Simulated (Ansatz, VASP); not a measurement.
# Two plane-wave programs on ScTlS3

```
CELL_PARAMETERS angstrom
5.03089 0.00000 0.00000
0.00000 5.03089 0.00000
0.00000 0.00000 5.03089
ATOMIC_POSITIONS crystal
Sc 0.00000 0.00000 0.00000
Tl 0.50000 0.50000 0.50000
S 0.50000 0.00000 0.00000
S 0.00000 0.50000 0.00000
S 0.00000 0.00000 0.50000
```

Alike in both runs: functional PBE; k mesh 8 × 8 × 8; occupations gaussian, width 0.1 eV; no spin polarisation.

Ansatz relaxed the structure, and its values are those at the end. VASP's run is a single point on that final structure, the one shown.

|  | VASP | Ansatz |
| --- | --- | --- |
| version | VASP 6.6.1 | Ansatz 0.2.0 |
| potentials or method | VASP PAW PBE potentials, release 64 (Sc_sv, Tl_d, S) | scalar-relativistic, plane waves, PAW |
| plane-wave cutoff (eV) | 520 | 420 |
| valence electrons in the cell | 42 | 42 |

Ansatz gave:

* gap on the k mesh at the Fermi level (eV): none
* pressure (GPa): 0.0

Which values does VASP return?

gap on the k mesh at the Fermi level (eV): none; pressure (GPa): 0.1.

A gap of «none» marks a metal or a gap that the smearing closes.

The runs have no spin-orbit coupling, so splittings on Tl are missing.
